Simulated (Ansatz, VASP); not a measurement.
# Al11P7O34 (glassy 61Al2O3-39P2O5 (mol %)): VASP beside Ansatz, part 2 of 2

One calculation is typed for both programs; each brings its own data sets. How far apart do they land? Of the first pair: The structure shown is the start of the Ansatz relaxation below; VASP solves that cell, so the two are compared at the walk's first step.

VASP 6.6.1 and Ansatz 0.2.0.

So far. Step 3 (VASP: single point, r2SCAN, start cell, pair 1): The run ends at a pressure of 5.18 GPa, with forces up to 0.66 eV/Å.

### 6. VASP: single point, r2SCAN, relaxed atoms in a fixed cell, pair 2

Level of this step: r2SCAN; plane waves and PAW (Al, P, O) (VASP).

The same cell, functional, mesh and smearing now go to VASP, with its own data sets.

INCAR reads:

```
SYSTEM = Al11P7O34
PREC = Accurate
ENCUT = 660
EDIFF = 1E-06
NELM = 120
ISMEAR = -1
SIGMA = 0.05
LREAL = Auto
ALGO = Normal
METAGGA = R2SCAN
LASPH = .TRUE.
NBANDS = 344
LORBIT = 11
LWAVE = .FALSE.
LCHARG = .FALSE.
ISIF = 2
GGA_COMPAT = .FALSE.
EFERMI = MIDGAP
LMIXTAU = .TRUE.
NCORE = 2
```

POSCAR reads:

```
Al11P7O34
1.0
   10.4657500000     -0.1315000000      0.1866400000
   -0.1315000000     10.6002900000     -0.0482700000
    0.1866400000     -0.0482700000     10.8016700000
Al P O
22 14 68
Direct
    0.1739300000      0.1259000000      0.2403700000
    0.8856100000      0.0040400000      0.8842200000
    0.5615000000      0.4660300000      0.0024400000
    0.9657600000      0.8052100000      0.0981900000
    0.3923700000      0.9115600000      0.8522300000
    0.4417300000      0.1820000000      0.8285100000
    0.4383500000      0.8382200000      0.4390800000
    0.6312500000      0.0098500000      0.4655900000
    0.4612500000      0.5369300000      0.4760000000
    0.9238800000      0.9870200000      0.3577600000
    0.9029500000      0.2520600000      0.2462300000
    0.0639400000      0.1073100000      0.5994500000
    0.0367100000      0.8078300000      0.6967900000
    0.6574500000      0.7870600000      0.8101000000
    0.8432600000      0.9613600000      0.6457200000
    0.7464400000      0.7422600000      0.5657400000
    0.5438900000      0.7581900000      0.0599500000
    0.3506800000      0.0666600000      0.5935400000
    0.8798900000      0.4401400000      0.7121200000
    0.9131000000      0.5052800000      0.1540300000
    0.3215200000      0.5968900000      0.0873000000
    0.7046100000      0.8876700000      0.2497600000
    0.2466400000      0.6672100000      0.8116400000
    0.1586500000      0.8206600000      0.4426700000
    0.5968200000      0.2516500000      0.2024600000
    0.0064700000      0.3763800000      0.4723600000
    0.3841600000      0.2714900000      0.4059500000
    0.7051900000      0.2115200000      0.6707000000
    0.8041900000      0.5958600000      0.9376400000
    0.2548400000      0.8788600000      0.1002200000
[... 68 atom lines left out ...]
    0.7526600000      0.3499900000      0.6574600000
    0.8990900000      0.7771800000      0.6180400000
    0.5978000000      0.2137900000      0.7712400000
    0.3682900000      0.7872400000      0.1231800000
    0.5601100000      0.1203100000      0.1438800000
    0.1519700000      0.3240300000      0.9190100000
```

KPOINTS reads:

```
Automatic mesh
0
Gamma
1 1 1
0 0 0
```

Potentials, in the order of the species: Al, P and O (PBE family, release 64).

The run is started by

```console
mpirun -np 8 vasp_gam
```

Log:

```text
[banner, memory and clock lines left out]
running    8 mpi-ranks, on    1 nodes
[...]
[... a notice as in an earlier step ...]

 LDA part: xc-table for (None), standard interpolation
 POSCAR, INCAR and KPOINTS ok, starting setup
[...]
entering main loop
       N       E                     dE             d eps       ncg     rms          rms(c)
DAV:   1     0.545376291330E+04    0.54538E+04   -0.38280E+05   696   0.195E+03
DAV:   2    -0.756221697075E+03   -0.62100E+04   -0.60044E+04   840   0.427E+02
DAV:   3    -0.123670918135E+04   -0.48049E+03   -0.47731E+03   808   0.124E+02
DAV:   4    -0.124615930674E+04   -0.94501E+01   -0.94116E+01   824   0.187E+01
[...]
DAV:  21    -0.973023789621E+03    0.23145E-04   -0.15921E-05   824   0.103E-02    0.614E-03
DAV:  22    -0.973023819944E+03   -0.30323E-04   -0.14111E-05   736   0.116E-02    0.322E-03
DAV:  23    -0.973023819399E+03    0.54525E-06   -0.31019E-06   584   0.536E-03
   1 F= -.97302382E+03 E0= -.97302382E+03  d E =-.357584E-19
```

Parts of OUTCAR (step 6):

```text
  Total        6.4892924      7.1646630      7.8195341      1.4036383     -0.6979316      4.1994266
  in kB        8.6803745      9.5837812     10.4597667      1.8775708     -0.9335852      5.6173452
  external PRESSURE =       9.5746408 kB  Pullay stress =       0.0000000 kB

 POSITION                                       TOTAL-FORCE (eV/Angst)
 -----------------------------------------------------------------------------------
      1.84861      1.30010      2.62278         0.024986      0.015204      0.003185
      9.43307     -0.11631      9.71615        -0.001907      0.066839      0.032076
      5.81569      4.86610      0.10866        -0.006424     -0.036424      0.025787
     10.01984      8.40372      1.20200         0.044747     -0.078015      0.044288
      4.14564      9.57007      9.23474        -0.017437      0.039622     -0.018675
      4.75374      1.83117      9.02295        -0.007407     -0.018855      0.034844
      4.55939      8.80654      4.78415        -0.024308      0.037120     -0.031530
      6.69211     -0.00107      5.14649        -0.010437      0.044674     -0.003437
      4.84556      5.60798      5.20177         0.008940     -0.100063     -0.006672
[...]
7.97897      9.59172      8.71203         0.019754      0.022692     -0.020365
      9.42715      3.49090      4.34356         0.168598      0.027695      0.076995
      2.55925     10.48331      2.01188        -0.035966     -0.141704     -0.123230
      1.42070      7.04738      4.58868         0.013266      0.027376     -0.164427
[...]
-----------------------------------------------------------------------------------
    total drift:                               -0.018181      0.006674      0.016916

  FREE ENERGIE OF THE ION-ELECTRON SYSTEM (eV)
  ---------------------------------------------------
  free  energy   TOTEN  =      -973.0238193985 eV

  energy  without entropy=     -973.0238193985  energy(sigma->0) =     -973.02381940

[... 1 part as in an earlier step ...]

[... 2 further parts left out ...]
[key lines of the parts left out:]
E-fermi :   5.2614
```

The run ends at a pressure of 0.96 GPa, with forces up to 0.26 eV/Å.

### 7. Differences

What differs besides the data sets and the points named for the pairs above, as far as they apply: the cutoff is 500 eV in Ansatz and 660 eV in VASP (PREC = Accurate, projectors in real space). Total energies have different zeros and are not compared.

Both answers:

| quantity | Ansatz | VASP | difference |
| --- | --- | --- | --- |
| pressure (GPa) | 2.17 | 0.96 | +1.21 |
| gap on the k mesh (eV) | 4.654 | 4.631 | +0.023 |

Forces on 7 of the 104 atoms, those with the largest forces and the largest differences (eV/Å; atoms numbered as in POSCAR):

| atom | Ansatz x, y, z | VASP x, y, z |
| --- | --- | --- |
| O38 | -0.003, 0.000, 0.002 | 0.167, 0.107, 0.118 |
| O53 | -0.007, -0.004, 0.017 | -0.209, -0.001, 0.099 |
| O69 | 0.001, -0.003, -0.006 | -0.117, 0.168, 0.091 |
| O73 | -0.011, 0.000, 0.008 | -0.149, -0.018, 0.158 |
| O75 | -0.007, -0.003, -0.005 | -0.049, -0.010, -0.210 |
| O84 | 0.003, 0.000, -0.001 | 0.147, 0.104, -0.184 |
| O85 | 0.005, -0.003, 0.008 | -0.218, -0.014, -0.039 |

The forces differ by 76 meV/Å r.m.s., where the r.m.s. force is 0.007 eV/Å in Ansatz and 0.076 eV/Å in VASP: the atoms lie near their places of rest in Ansatz, so a percentage would say little (all taken over all components). A gap on the mesh is an upper bound, since the band edges may lie between its points.

### 8. Results

| Item | Value |
| --- | --- |
| r.m.s. force difference (single point, r2SCAN, start cell, pair 1) | 81 meV/Å |
| r.m.s. force difference (single point, r2SCAN, relaxed atoms in a fixed cell, pair 2) | 76 meV/Å |
| difference in pressure (single point, r2SCAN, relaxed atoms in a fixed cell, pair 2) | 1.2 GPa |

In words: The r.m.s. force difference is 81 meV/Å (single point, r2SCAN, start cell, pair 1), beyond the 12 meV/Å picked in this series as the mark of a large difference. What causes the difference of the single point, r2SCAN, start cell, pair 1 pair stays open here. By the marks of this series, far apart in the single point, r2SCAN, relaxed atoms in a fixed cell, pair 2 pair: the r.m.s. force difference, 76 meV/Å and the difference in pressure, 1.2 GPa. What causes the difference of the single point, r2SCAN, relaxed atoms in a fixed cell, pair 2 pair stays open here. How closely two codes agree says nothing of how well the functional describes the real material.

[Lines on the potential files, build, host, timing and source positions are cut from VASP's logs without a mark.]

[Logs are printed without paths, hosts, clocks, repeated set-up lines and the standing remarks that a program may print on its own settings, such as how far it seeks lower states.]

[Hosts, paths, dates, database ids (printed as entryN), source tags and the programs' standing remarks are cut or masked in the printed files.]
